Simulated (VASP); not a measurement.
Output of a VASP run:

File OSZICAR:
```
       N       E                     dE             d eps       ncg     rms          rms(c)
DAV:   1     0.165127586289E+03    0.16513E+03   -0.15789E+04  1320   0.124E+03
DAV:   2    -0.579202737147E+02   -0.22305E+03   -0.21876E+03  1476   0.336E+02
DAV:   3    -0.696396023522E+02   -0.11719E+02   -0.11683E+02  1572   0.792E+01
DAV:   4    -0.697581409439E+02   -0.11854E+00   -0.11848E+00  1524   0.788E+00
DAV:   5    -0.697602299876E+02   -0.20890E-02   -0.20889E-02  1608   0.995E-01    0.108E+01
DAV:   6    -0.626401698105E+02    0.71201E+01   -0.73591E+00  1494   0.377E+01    0.120E+01
DAV:   7    -0.604462268816E+02    0.21939E+01   -0.84582E-01  1398   0.928E+00    0.878E+00
DAV:   8    -0.614145311769E+02   -0.96830E+00   -0.61718E-01  1326   0.804E+00    0.104E+00
DAV:   9    -0.584121750249E+02    0.30024E+01   -0.12195E+00  1368   0.770E+00    0.112E+00
DAV:  10    -0.588649648821E+02   -0.45279E+00   -0.14492E-01  1338   0.285E+00    0.830E-01
DAV:  11    -0.588621939414E+02    0.27709E-02   -0.22515E-03  1632   0.371E-01    0.843E-01
DAV:  12    -0.589575422328E+02   -0.95348E-01   -0.77771E-03  1374   0.609E-01    0.612E-01
DAV:  13    -0.593751109934E+02   -0.41757E+00   -0.41121E-01  1434   0.394E+00    0.546E-01
DAV:  14    -0.593604268550E+02    0.14684E-01   -0.16239E-02  1488   0.922E-01    0.411E-01
DAV:  15    -0.593544594196E+02    0.59674E-02   -0.54194E-03  1368   0.591E-01    0.136E-01
DAV:  16    -0.593796530204E+02   -0.25194E-01   -0.20470E-02  1320   0.100E+00    0.165E-01
DAV:  17    -0.593798962450E+02   -0.24322E-03   -0.12801E-03  1530   0.207E-01    0.255E-01
DAV:  18    -0.593780002604E+02    0.18960E-02   -0.21047E-03  1320   0.308E-01    0.196E-01
DAV:  19    -0.593787458852E+02   -0.74562E-03   -0.10341E-03  1320   0.240E-01    0.111E-01
DAV:  20    -0.593789005099E+02   -0.15462E-03   -0.41640E-04  1368   0.183E-01    0.873E-02
DAV:  21    -0.593790370218E+02   -0.13651E-03   -0.38960E-05  1344   0.577E-02    0.802E-02
DAV:  22    -0.593790851981E+02   -0.48176E-04   -0.13344E-05   936   0.321E-02    0.554E-02
DAV:  23    -0.593791022061E+02   -0.17008E-04   -0.12644E-05   870   0.339E-02    0.344E-02
DAV:  24    -0.593791018502E+02    0.35592E-06   -0.15752E-06   678   0.125E-02
   1 F= -.59379102E+02 E0= -.59379102E+02  d E =-.593791E+02
```

File OUTCAR:
```
------------------------ aborting loop because EDIFF is reached ----------------------------------------
  FORCE on cell =-STRESS in cart. coord.  units (eV):
  Direction    XX          YY          ZZ          XY          YZ          ZX
  --------------------------------------------------------------------------------------
  Total       -0.2338658     -0.2338658     -0.2007883     -0.0000000      0.0000000      0.0000000
  in kB       -3.6723662     -3.6723659     -3.1529540     -0.0000000      0.0000000      0.0000000
  external PRESSURE =      -3.4992287 kB  Pullay stress =       0.0000000 kB
  volume of cell :      102.03
      direct lattice vectors                 reciprocal lattice vectors
     4.170625238  0.000000000  0.000000000     0.239772203  0.138432553  0.000000000
    -2.085312619  3.611867230  0.000000000     0.000000000  0.276865105  0.000000000
     0.000000000  0.000000000  6.773270194     0.000000000  0.000000000  0.147639172
  FREE ENERGIE OF THE ION-ELECTRON SYSTEM (eV)
  ---------------------------------------------------
  free  energy   TOTEN  =       -59.3791018502 eV

  energy  without entropy=      -59.3791018502  energy(sigma->0) =      -59.37910185

 reached required accuracy - stopping structural energy minimisation
```
(Selected blocks of OUTCAR.)

### POSCAR
```
CdS
1
    4.1706252377     0.0000000000     0.0000000000
   -2.0853126188     3.6118672300     0.0000000000
    0.0000000000     0.0000000000     6.7732701939
Cd S
2 2
Direct
  0.3333330000   0.6666670000   0.0000000000
  0.6666670000   0.3333330000   0.5000000000
  0.3333330000   0.6666670000   0.3770000000
  0.6666670000   0.3333330000   0.8770000000
```

Problem. Reconstruct the remaining input files.

Solution. This is not unique; one that fits is the input of the run itself, r2SCAN meta-GGA, plane waves, VASP's PBE PAW potentials (set 64).

### KPOINTS
```
Automatic mesh
0
Gamma
8 8 5
0 0 0
```

**INCAR**
```
SYSTEM = CdS
PREC = Normal; ENCUT = 400; LREAL = F
LASPH = T
EDIFF = 1E-5; NELM = 100; NELMIN = 4
ALGO = Normal; LMAXMIX = 4; LMIXTAU = T
ISMEAR = 0; SIGMA = 0.05
METAGGA = R2SCAN
IBRION = 2; NSW = 20; ISIF = 2
EDIFFG = -0.03
LWAVE = F; LCHARG = F
```

POTCAR, in this order: Cd S (PBE.64 set). Program: vasp_std.

The compound is CdS in the wurtzite structure. It was relaxed first.
